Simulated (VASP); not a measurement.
An input for Ansatz (written as the equivalent of a VASP run, and not itself run):

Ansatz 0.2 input:
```yaml
crystal:
  lattice:
    - [1.5611303, -2.7039574, 0.0000000]
    - [1.5611303, 2.7039574, 0.0000000]
    - [0.0000000, 0.0000000, 5.0389751]
  atoms:
    - { symbol: Zn, position: [0.6666670, 0.3333330, 0.5015229] }
    - { symbol: Zn, position: [0.3333330, 0.6666670, 0.0015229] }
    - { symbol: O, position: [0.6666670, 0.3333330, 0.8804771] }
    - { symbol: O, position: [0.3333330, 0.6666670, 0.3804771] }
kpoints:
  mp_grid: { grid: [8, 8, 5] }
hamiltonian:
  xc: pbesol
  pseudopotentials: { kind: paw }
scf:
  occupations: { method: gaussian, width: 0.05 }
  max_iter: 100
relax:
  max_steps: 40
  f_tol: 0.02
  cell: { p_target: 30 }
output: { forces: true, stress: true, eigenvalues: true }
```

Question: Translate this input to VASP (INCAR, KPOINTS, POSCAR, choice of POTCAR).

Answer: This is not unique; one that fits is 
### KPOINTS
```
kpoints
0
G
  8 8 5
0 0 0
```

INCAR:
```
ALGO = Normal
EDIFF = 1E-6
EDIFFG = -0.02
ENCUT = 620
GGA = PS
IBRION = 2
ISIF = 3
ISMEAR = 0
LASPH = .TRUE.
LCHARG = .FALSE.
LMAXMIX = 4
LREAL = .FALSE.
LWAVE = .FALSE.
NELM = 100
NSW = 40
PREC = Accurate
PSTRESS = 300
SIGMA = 0.05
SYSTEM = ZnO
```

File POSCAR:
```
ZnO
1
    1.5611302950    -2.7039574256     0.0000000000
    1.5611302950     2.7039574256     0.0000000000
    0.0000000000     0.0000000000     5.0389751198
Zn O
2 2
Direct
  0.6666670000   0.3333330000   0.5015228998
  0.3333330000   0.6666670000   0.0015228998
  0.6666670000   0.3333330000   0.8804771002
  0.3333330000   0.6666670000   0.3804771002
```

POTCAR, in this order: Zn O (PBE.64 set). Program: vasp_std.

The two are equivalent in intent, not identical: each code has its own PAW files, so the cut-off isn't converted (ENCUT is set for VASP's; basis.ecutwfc is left out, and Ansatz then takes the one that its files recommend); Ansatz stops its SCF on the density residual and VASP on the energy change (EDIFF).

The compound is ZnO in the wurtzite structure. This run relaxes it under an external pressure of 30 GPa. Symmetry was kept, so distortions that lower it aren't found.
